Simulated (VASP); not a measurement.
OSZICAR of a VASP run on La2O3 (a-type):

### OSZICAR
```
       N       E                     dE             d eps       ncg     rms          rms(c)
DAV:   1     0.476244159837E+03    0.47624E+03   -0.17583E+04  1392   0.299E+03
DAV:   2     0.941532004213E+02   -0.38209E+03   -0.37627E+03  1952   0.419E+02
DAV:   3    -0.319811527807E+02   -0.12613E+03   -0.12395E+03  2488   0.230E+02
DAV:   4    -0.504113781903E+02   -0.18430E+02   -0.18422E+02  2336   0.956E+01
DAV:   5    -0.515055194202E+02   -0.10941E+01   -0.10938E+01  2544   0.274E+01    0.148E+01
DAV:   6    -0.461734402619E+02    0.53321E+01   -0.48954E+01  2056   0.440E+01    0.775E+00
DAV:   7    -0.460064771270E+02    0.16696E+00   -0.53162E+00  2536   0.248E+01    0.361E+00
DAV:   8    -0.459245030907E+02    0.81974E-01   -0.54346E-01  2280   0.637E+00    0.124E+00
DAV:   9    -0.459069086860E+02    0.17594E-01   -0.79033E-02  2408   0.242E+00    0.365E-01
DAV:  10    -0.459074098617E+02   -0.50118E-03   -0.26227E-02  2280   0.118E+00    0.179E-01
DAV:  11    -0.459075856799E+02   -0.17582E-03   -0.68852E-03  2472   0.679E-01    0.114E-01
DAV:  12    -0.459075264296E+02    0.59250E-04   -0.18111E-03  2432   0.291E-01    0.392E-02
DAV:  13    -0.459075235459E+02    0.28837E-05   -0.59302E-04  2344   0.170E-01    0.234E-02
DAV:  14    -0.459075150216E+02    0.85243E-05   -0.90053E-05  2448   0.930E-02    0.407E-03
DAV:  15    -0.459075155567E+02   -0.53513E-06   -0.48947E-06  1744   0.195E-02
   1 F= -.45907516E+02 E0= -.45907516E+02  d E =-.459075E+02
       N       E                     dE             d eps       ncg     rms          rms(c)
DAV:   1    -0.459093912895E+02   -0.18763E-02   -0.63950E-02  1968   0.224E+00    0.307E-01
DAV:   2    -0.459077879663E+02    0.16033E-02   -0.93543E-03  2400   0.824E-01    0.919E-02
DAV:   3    -0.459075013587E+02    0.28661E-03   -0.10309E-03  2208   0.399E-01    0.401E-02
DAV:   4    -0.459074574525E+02    0.43906E-04   -0.32408E-04  2432   0.185E-01    0.106E-02
DAV:   5    -0.459074597795E+02   -0.23269E-05   -0.33771E-05  2528   0.497E-02    0.774E-03
DAV:   6    -0.459074606854E+02   -0.90596E-06   -0.17935E-06  1496   0.158E-02
   2 F= -.45907461E+02 E0= -.45907461E+02  d E =0.548713E-04
       N       E                     dE             d eps       ncg     rms          rms(c)
DAV:   1    -0.459082411244E+02   -0.78134E-03   -0.22162E-02  1952   0.131E+00    0.180E-01
DAV:   2    -0.459076960816E+02    0.54504E-03   -0.33216E-03  2448   0.483E-01    0.547E-02
DAV:   3    -0.459075942471E+02    0.10183E-03   -0.36474E-04  2224   0.235E-01    0.240E-02
DAV:   4    -0.459075786699E+02    0.15577E-04   -0.11507E-04  2488   0.108E-01    0.628E-03
DAV:   5    -0.459075793948E+02   -0.72489E-06   -0.10926E-05  2472   0.287E-02    0.437E-03
DAV:   6    -0.459075797139E+02   -0.31906E-06   -0.48783E-07  1328   0.911E-03
   3 F= -.45907580E+02 E0= -.45907580E+02  d E =-.641572E-04
```

Question: Which electronic solver shows in the log?

Answer: It is blocked Davidson (ALGO = Normal, or the opening steps of other solvers). The INCAR had ALGO = Normal.

Question: Can the final energy be trusted as converged?

Answer: Self-consistency was reached. It stopped with EDIFF = 1E-6, NELM = 100, NSW = 40 and EDIFFG = -0.02 after 3 ionic steps (LDA (Ceperley-Alder, Perdew-Zunger), plane waves, VASP's LDA PAW potentials (set 64)).

The compound is La2O3 in the a-type structure. This run relaxes it. Symmetry was kept, so distortions that lower it aren't found.
